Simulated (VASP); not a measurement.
Method: PBE GGA, VASP's PBE PAW potentials (set 64) (plane waves; VASP).

VASP ran on this input.

File POSCAR:
```
Rh
2.7407460
  0.0000000000   0.7071067512   0.7071067512
  0.7071067512   0.0000000000   0.7071067512
  0.7071067512   0.7071067512   0.0000000000
Rh
1
Cart
  0.0000000000   0.0000000000   0.0000000000
```

**INCAR**
```
! general
SYSTEM   =  Rh
PREC     =  Accurate
ENCUT    =  400   ! plane-wave cut-off (eV)
LREAL    =  .False.   ! projection in real space or not
LASPH    =  .True.

! electronic loop
EDIFF    =  1E-6   ! SCF stop (eV)
NELM     =  100   ! most electronic steps
ALGO     =  VeryFast
LMAXMIX  =  4

! smearing
ISMEAR   =  1   ! Methfessel-Paxton
SIGMA    =  0.1   ! width (eV)

! functional
GGA      =  PE   ! PBE

! ions
ISIF     =  2   ! forces and stress, cell fixed

! output
LWAVE    =  .False.
LCHARG   =  .False.
```

File KPOINTS:
```
Regular mesh
0
Gamma
 15 15 15
```

POTCAR, in this order: Rh_pv (PBE.64 set). Program: vasp_std.

What will the output report for the number of irreducible k-points (NKPTS), number of bands (NBANDS), largest plane-wave count, number of space-group operations, FFT grid (NGX, NGY, NGZ)?

```
Item                                           Value
--------------------------------------  ------------
number of irreducible k-points (NKPTS)           120
number of bands (NBANDS)                          11
largest plane-wave count                         279
number of space-group operations                  48
FFT grid (NGX, NGY, NGZ)                18 × 18 × 18
```

The compound is Rh in the fcc structure. The cell was not relaxed at this level. The run is one of a series of settings (ALGO = VeryFast against the base run), some of them coarse on purpose.
